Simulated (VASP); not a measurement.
PbS (rock salt), at 0.96 of the tabulated volume:

```xyz
2
Lattice="0.0000 2.9299 2.9299 2.9299 0.0000 2.9299 2.9299 2.9299 0.0000" Properties=species:S:1:pos:R:3 pbc="T T T"
Pb     0.0000     0.0000     0.0000
S      2.9299     2.9299     2.9299
```

The lowest empty band near L, direction along the valley's axis, from mBJ (TB09) with spin-orbit coupling in VASP (PAW); its two spin partners are averaged. The gap over the points computed is 0.49 eV, and the next band on that side lies 1.51 eV away at the edge.

Numerical set-up: 400 eV cut-off, 9×9×9 Γ-centred mesh, Gaussian smearing of 0.050 eV, potentials Pb_d S.

```csv
distance from the edge in k (1/Å),distance in energy (meV)
0.012,3.1
0.018,6.9
0.025,13.1
0.035,25.3
0.050,49.6
0.070,91.2
```

Task: Fit E(1 + αE) = ħ²k²/2m* (ħ²/2m0 = 3.810 eV Å²) and predict the row at 0.095 1/Å.

Result: Least squares on the energies gives the electron mass m* = 0.177 m0 and α = 1.72 per eV, and so 153.7 meV. The run gave 154.3 meV, +0.6 meV from the fit.

Left out are points under 3 meV from the edge, since the levels carry 0.1 meV, and points farther than half the way to the next band.

The compound is PbS in the rock salt structure. The cell was not relaxed at this level.
